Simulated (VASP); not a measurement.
Runs of VASP 6.6.1 on FAlSeH2. The cell holds a molecule in a box, 5 atoms: a = 12.000 Å, b = 13.000 Å, c = 13.000 Å, α = 90.00°, β = 90.00°, γ = 90.00°. 

```tsv
level	potentials or basis	cutoff (eV)	grid for exact exchange (PRECFOCK)	exchange at q = 0	gap on the mesh (eV)	largest force (eV/Å)
PBE0+D4	VASP PAW PBE potentials, release 64 (F_h, Al, Se, H_h)	900	Normal	truncated	6.51	0.09
PBE0+TS	VASP PAW PBE potentials, release 64 (F, Al, Se, H)	520	Fast	truncated	6.51	0.17
B3LYP+D3(BJ)	VASP PAW PBE potentials, release 64 (F_s, Al, Se, H_s)	400	Normal	truncated	(b)	(c)
BLYP+D3(BJ)	VASP PAW PBE potentials, release 64 (F, Al, Se, H)	520	-	-	4.60	0.76
r2SCAN0	VASP PAW PBE potentials, release 64 (F_s, Al, Se, H_s)	400	Normal	truncated	6.88	(a)
```

Alike in all rows: task single point; no spin polarisation; cell as given; k mesh 1 × 1 × 1; smearing gaussian 0.01 eV.

Task: Fill in the values left out.

Result: (a) 0.30; (b) 6.06; (c) 0.56.

Caveats: the PAW data sets were made with another functional, which shifts forces and pressure a little.

A k mesh can miss the band edges, and the runs leave out spin-orbit coupling on Se.

Runs at the PBE level aren't shown here.
